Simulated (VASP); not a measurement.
```
CELL_PARAMETERS angstrom
      3.49666     0.00000     0.00000
     -1.74833     3.02820     0.00000
      0.00000     0.00000    23.46310
ATOMIC_POSITIONS crystal
  Te 0.33333 0.66667 0.22581
  Te 0.66667 0.33333 0.77419
  Te 0.66667 0.33333 0.92884
  Te 0.33333 0.66667 0.07116
  W  0.33333 0.66667 0.85141
  W  0.66667 0.33333 0.14859
```

All values below come from PBEsol GGA with spin-orbit coupling, VASP's PBE PAW potentials (set 64) (plane waves; VASP). Numerical set-up: 400 eV cut-off, 7×7×1 Γ-centred mesh, Gaussian smearing of 0.050 eV, potentials Te W_sv.

The cell holds a wide vacuum, so values per volume refer to the whole cell.

### Question
Give the energies of bands 45 to 58 at the high-symmetry points, in eV from the valence-band maximum.

### Answer

```csv
band,Γ,M,K,A,L,H
45,-0.86,-1.30,-2.23,-0.86,-1.30,-2.23
46,-0.86,-1.30,-2.23,-0.86,-1.30,-2.23
47,-0.84,-1.26,-2.14,-0.84,-1.26,-2.14
48,-0.84,-1.26,-2.14,-0.84,-1.26,-2.14
49,-0.81,-0.66,-0.50,-0.81,-0.66,-0.50
50,-0.81,-0.66,-0.50,-0.81,-0.66,-0.50
51,-0.16,-0.52,0.00,-0.16,-0.52,0.00
52,-0.16,-0.52,0.00,-0.16,-0.52,0.00
53,2.61,1.52,0.88,2.61,1.52,0.88
54,2.61,1.52,0.88,2.61,1.52,0.88
55,2.67,1.54,0.95,2.67,1.54,0.95
56,2.68,1.54,0.95,2.68,1.54,0.95
57,3.00,1.87,1.50,3.00,1.87,1.50
58,3.02,1.87,1.50,3.02,1.87,1.50
```

The gap is direct, 0.88 eV, from the valence maximum at K to the conduction minimum at K.

The cell is a sheet with vacuum, built from a database entry that may be metastable or hypothetical.
